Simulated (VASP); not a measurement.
Given:

```
K2BrCl
1.0
    0.00000     3.19989     3.19989
    3.19989     0.00000     3.19989
   12.80020    12.80020    -0.00063
K Cl Br
4 2 2
Cartesian
  3.30396   3.30396   6.29571
  3.20005   3.20005  -0.00016
  6.29603   6.29603   0.10376
  9.60015   9.60015  -0.00047
  3.25241   3.25241   3.14738
  6.34758   6.34758   3.25209
  9.55130   9.55130   3.24826
 12.84888  12.84888   3.15058
```

These are PBEsol GGA, VASP's PBE PAW potentials (set 64) (plane waves; VASP) values and carry that method's errors. Run with 400 eV cut-off, Gaussian smearing of 0.050 eV, potentials K_sv Cl Br.

Question: Give the energies of bands 21 to 34 at the high-symmetry points, in eV from the valence-band maximum.

Answer: 
| band | Γ | T | H2 | L | S0 | F |
|---|---|---|---|---|---|---|
| 21 | -1.49 | -1.43 | -1.26 | -1.49 | -1.25 | -1.51 |
| 22 | -0.98 | -1.22 | -1.17 | -1.28 | -1.17 | -1.23 |
| 23 | -0.88 | -0.85 | -1.17 | -1.12 | -1.17 | -1.07 |
| 24 | -0.85 | -0.85 | -0.97 | -0.95 | -0.97 | -1.00 |
| 25 | -0.85 | -0.67 | -0.93 | -0.86 | -0.93 | -0.86 |
| 26 | -0.67 | -0.67 | -0.89 | -0.82 | -0.89 | -0.84 |
| 27 | -0.67 | -0.59 | -0.78 | -0.78 | -0.78 | -0.82 |
| 28 | -0.20 | -0.32 | -0.68 | -0.77 | -0.68 | -0.74 |
| 29 | -0.17 | -0.17 | -0.68 | -0.46 | -0.68 | -0.46 |
| 30 | -0.17 | -0.17 | -0.54 | -0.43 | -0.54 | -0.41 |
| 31 | 0.00 | 0.00 | -0.45 | -0.30 | -0.45 | -0.30 |
| 32 | 0.00 | 0.00 | -0.44 | -0.25 | -0.44 | -0.25 |
| 33 | 4.45 | 4.82 | 6.89 | 6.01 | 6.88 | 5.79 |
| 34 | 5.74 | 4.87 | 7.01 | 6.09 | 7.06 | 6.60 |

The gap is direct, 4.45 eV, from the valence maximum at Γ to the conduction minimum at Γ.

The structure was generated: K4Br2Cl2 was put into an ordered model structure (R-3m), which need not be its known phase. It was relaxed first.
